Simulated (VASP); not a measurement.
# PPt: single point with PBE

Crystal: PPt.

```
CELL_PARAMETERS angstrom
0.00000 2.50850 2.50850
2.50850 0.00000 2.50850
2.50850 2.50850 0.00000
ATOMIC_POSITIONS crystal
P 0.00000 0.00000 0.00000
Pt 0.50000 0.50000 0.50000
```

The cell was built by a generator and needn't be a form met in nature.

- Program: VASP 6.6.1
- Task: single point
- Functional: PBE
- Potentials or basis: VASP PAW PBE potentials, release 64 (P, Pt)
- Cutoff: 520 eV
- k mesh: 6 × 6 × 6
- Occupations: methfessel-paxton, width 0.1791 eV
- Spin: no spin polarisation
- Dipole correction: no
- Further INCAR settings: ALGO = Normal; EDIFF = 1e-06; NBANDS = 14

- Pressure: -0.2 GPa
- Band gap on the k mesh: none (metal or under the smearing width)

Levels at points of the mesh, in eV from the Fermi level:
| k point | band 4 | band 5 | band 6 | band 7 | band 8 | band 9 | band 10 | band 11 |
| --- | --- | --- | --- | --- | --- | --- | --- | --- |
| (0.00, 0.00, 0.00) | -3.99 | -3.97 | -3.97 | -0.02 | -0.02 | -0.02 | 4.92 | 10.06 |
| (0.50, 0.00, 0.00) | -5.83 | -2.62 | -2.62 | -1.82 | 3.84 | 4.61 | 4.61 | 6.00 |
| (0.50, 0.50, 0.00) | -3.34 | -2.27 | -2.27 | -2.21 | -2.21 | -1.30 | 1.56 | 8.85 |

It took 19 s on 1 thread of Intel(R) Xeon(R) Platinum 8259CL CPU @ 2.50GHz (Skylake/Cascade Lake) (shared host), peak memory 0.16 GiB.

Caveat: the k mesh is coarse (spacing up to 0.36 Å⁻¹), so the values aren't converged. The run has no spin-orbit coupling, so splittings on Pt are missing.
